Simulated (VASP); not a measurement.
A convergence study with VASP on Te (trig): one setting is varied, all else stays as given below, so the limit is that of these other settings.

```
Te
1.0
    2.23000    -3.86247     0.00000
    2.23000     3.86247     0.00000
    0.00000     0.00000     5.93000
Te
3
Direct
  0.00000   0.26300   0.66667
  0.73700   0.73700   0.00000
  0.26300   0.00000   0.33333
```

The numbers are results of PBE GGA, VASP's PBE PAW potentials (set 64) (plane waves; VASP), not measurements. The tightest run used: 550 eV cut-off, 15×15×9 Γ-centred mesh, Gaussian smearing of 0.050 eV, potentials Te.

Question: The settings run are 1×1×1 mesh; 2×2×1 mesh; 3×3×2 mesh; 4×4×2 mesh; 5×5×3 mesh; 6×6×3 mesh; 7×7×4 mesh; 8×8×5 mesh; 9×9×5 mesh; 10×10×6 mesh; 11×11×6 mesh; 12×12×7 mesh; 13×13×7 mesh; 14×14×8 mesh; 15×15×9 mesh. From which on does the energy per atom stay within 0.005 eV/atom of the tightest run?

Answer: From 5×5×3 mesh on: it is off by 0.0021 there and by no more than 0.005 in any finer run, while 4×4×2 mesh is off by 0.0073.
| setting | E (eV/atom) | pressure (GPa) | largest force (eV/Å) | irreducible k-points | difference judged (eV/atom) |
|---|---|---|---|---|---|
| 1×1×1 mesh | -0.5657 | 21.54 | 0.888 | 1 | 2.5686 |
| 2×2×1 mesh | -3.0925 | 1.70 | 1.252 | 2 | 0.0417 |
| 3×3×2 mesh | -3.0794 | 2.36 | 0.094 | 6 | 0.0549 |
| 4×4×2 mesh | -3.1270 | 2.04 | 0.203 | 8 | 0.0073 |
| 5×5×3 mesh | -3.1322 | 2.01 | 0.340 | 12 | 0.0021 |
| 6×6×3 mesh | -3.1323 | 2.00 | 0.344 | 17 | 0.0020 |
| 7×7×4 mesh | -3.1346 | 1.97 | 0.317 | 28 | 0.0003 |
| 8×8×5 mesh | -3.1344 | 1.97 | 0.325 | 40 | 0.0001 |
| 9×9×5 mesh | -3.1340 | 1.98 | 0.325 | 50 | 0.0003 |
| 10×10×6 mesh | -3.1343 | 1.97 | 0.325 | 72 | 0.0000 |
| 11×11×6 mesh | -3.1343 | 1.97 | 0.325 | 84 | 0.0000 |
| 12×12×7 mesh | -3.1342 | 1.97 | 0.325 | 112 | 0.0000 |
| 13×13×7 mesh | -3.1343 | 1.97 | 0.325 | 126 | 0.0000 |
| 14×14×8 mesh | -3.1343 | 1.97 | 0.326 | 168 | 0.0000 |
| 15×15×9 mesh | -3.1343 | 1.97 | 0.325 | 211 | 0.0000 |

Left out are rungs that failed or repeat a setting and relaxations that didn't move; long series are thinned to 24 rows.

The compound is Te in the trig structure. The cell was not relaxed at this level, forces remain on its atoms.
